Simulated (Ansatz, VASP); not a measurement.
Given: the input of a run of Ansatz 0.2.0 on ZnGaP. The cell comes from a database or a generator and needn't be the stable form of this composition.

File input.yaml:

```yaml
crystal:
  lattice:
    - [4.01594, 0.0, 0.0]
    - [-2.00797, 3.47791, 0.0]
    - [0.0, 0.0, 4.4042]
  atoms:
    - { symbol: Zn, position: [0.0, 0.0, 0.5] }
    - { symbol: Ga, position: [0.66667, 0.33333, 0.0] }
    - { symbol: P, position: [0.33333, 0.66667, 0.5] }
hamiltonian:
  xc: pbesol
  pseudopotentials: { kind: paw }
  dispersion: d3bj
kpoints:
  mp_grid: { grid: [8, 8, 6] }
scf:
  occupations: { method: fermi_dirac, width: 0.05 }
output:
  forces: true
  stress: true
  eigenvalues: true
relax:
  f_tol: 0.01
  max_steps: 40
  cell: { stress_tol: 0.05 }
```

Potentials or basis: Ansatz PAW.

Run with:

```console
$ ansatz run input.yaml --threads 2 --pin off --max-ram 5632MiB --backend cpu --events-out ev --progress --plain --runs-dir out
```

Q: Translate it to VASP 6.6.1. Potentials or basis there: PBE PAW files Ga_d, P, Zn, 600 eV.

A: As run (cutoffs and basis follow the program's own potentials, and thresholds, step limits or extra output files can differ):

The input INCAR:

```
SYSTEM = ZnGaP
PREC = Accurate
ENCUT = 600
EDIFF = 1E-6
ISMEAR = -1
SIGMA = 0.05
LREAL = .FALSE.
LASPH = .TRUE.
NELM = 100
ALGO = Fast
ISIF = 3
LWAVE = .FALSE.
LCHARG = .FALSE.
GGA = PS
IVDW = 12
IBRION = 2
NSW = 60
EDIFFG = -0.01
```

KPOINTS

```
regular mesh
0
G
  8 8 6
  0 0 0
```

POSCAR

```
ZnGaP
1.0
    4.0159400000      0.0000000000      0.0000000000
   -2.0079700000      3.4779100000      0.0000000000
    0.0000000000      0.0000000000      4.4042000000
Zn Ga P
1 1 1
Direct
    0.0000000000      0.0000000000      0.5000000000
    0.6666700000      0.3333300000      0.0000000000
    0.3333300000      0.6666700000      0.5000000000
```

Potentials or basis: VASP PAW PBE potentials, release 64 (Zn, Ga_d, P).

Run with:

```console
$ cat potpaw_PBE.64/Zn/POTCAR potpaw_PBE.64/Ga_d/POTCAR potpaw_PBE.64/P/POTCAR > POTCAR
$ mpirun -np 1 vasp_std > vasp.out
```

Both were run:

|  | Ansatz | VASP |
| --- | --- | --- |
| Relaxed volume | 17.99 Å³/atom | 18.06 Å³/atom |
| Relaxed cell | a = 3.928 Å, b = 3.928 Å, c = 4.041 Å, α = 90.00°, β = 90.00°, γ = 120.00° | a = 3.930 Å, b = 3.930 Å, c = 4.050 Å, α = 90.00°, β = 90.00°, γ = 120.00° |
| Space group after relaxing | P-6m2 (No. 187) | P-6m2 (No. 187) |
| Pressure after relaxing | 0.0 GPa | 0.0 GPa |

Ansatz's pressure holds a Pulay term of +0.06 GPa for its cutoff of 420 eV, which the other run lacks.

Ansatz's potentials were made for PBE. VASP's potentials were made for PBE.

Where Ansatz's input types no cutoff or centring, it takes its own default and a Γ-centred mesh.

Pressure is positive in compression.
